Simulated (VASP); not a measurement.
The input files of a VASP run:

INCAR:
```
SYSTEM=LiNbO3
ISMEAR=1
LWAVE=.FALSE.
ENCUT=400
ALGO=Normal
GGA=PE
ISIF=2   # forces and stress, cell fixed
LMAXMIX=4   # l cut-off of mixed one-centre charges
NELM=100
LASPH=.TRUE.   # aspherical one-centre terms
LREAL=.FALSE.
EDIFF=1E-6
LCHARG=.FALSE.
SIGMA=0.05
PREC=Accurate
```

**KPOINTS**
```
Automatic mesh
0
Gamma
5 5 5
0.5 0.5 0.5
```

POSCAR:
```
LiNbO3
1
    2.6307780000     1.5188800000     4.6317750000
   -2.6307780000     1.5188800000     4.6317750000
    0.0000000000    -3.0377610000     4.6317750000
Li Nb O
2 2 6
Direct
  0.2875000000   0.2875000000   0.2875000000
  0.7875000000   0.7875000000   0.7875000000
  0.0128000000   0.0128000000   0.0128000000
  0.5128000000   0.5128000000   0.5128000000
  0.7464300000   0.1409300000   0.3626300000
  0.3626300000   0.7464300000   0.1409300000
  0.1409300000   0.3626300000   0.7464300000
  0.8626300000   0.6409300000   0.2464300000
  0.2464300000   0.8626300000   0.6409300000
  0.6409300000   0.2464300000   0.8626300000
```

POTCAR, in this order: Li_sv Nb_sv O (PBE.64 set). Program: vasp_std.

Question: Write an equivalent input for Quantum ESPRESSO's pw.x.

Answer: One equivalent input (not run):
```
&CONTROL
  calculation = 'scf'
  pseudo_dir = './pseudo'
  outdir = './out'
  tprnfor = .true.
  tstress = .true.
/
&SYSTEM
  ibrav = 0
  nat = 10
  ntyp = 3
  ecutwfc = 84
  occupations = 'smearing'
  smearing = 'methfessel-paxton'
  degauss = 0.003675
  input_dft = 'pbe'
/
&ELECTRONS
  conv_thr = 7.3e-08
  electron_maxstep = 100
/
ATOMIC_SPECIES
  Li 6.940 Li.upf
  Nb 92.906 Nb.upf
  O 15.999 O.upf
CELL_PARAMETERS angstrom
     2.6307780    1.5188800    4.6317750
    -2.6307780    1.5188800    4.6317750
     0.0000000   -3.0377610    4.6317750
ATOMIC_POSITIONS crystal
  Li   0.2875000  0.2875000  0.2875000
  Li   0.7875000  0.7875000  0.7875000
  Nb   0.0128000  0.0128000  0.0128000
  Nb   0.5128000  0.5128000  0.5128000
  O    0.7464300  0.1409300  0.3626300
  O    0.3626300  0.7464300  0.1409300
  O    0.1409300  0.3626300  0.7464300
  O    0.8626300  0.6409300  0.2464300
  O    0.2464300  0.8626300  0.6409300
  O    0.6409300  0.2464300  0.8626300
K_POINTS automatic
  5 5 5 1 1 1
```
Limits of the translation: the potentials are each code's own (VASP's PAW set, PseudoDojo norm-conserving files in pw.x), so ENCUT and ecutwfc are chosen apart and not converted; conv_thr bounds pw.x's estimated SCF error, while EDIFF bounds the energy change between steps.

The structure was generated: LiNbO3 was put into an ordered model structure, which need not be its known phase. The cell was not relaxed at this level.
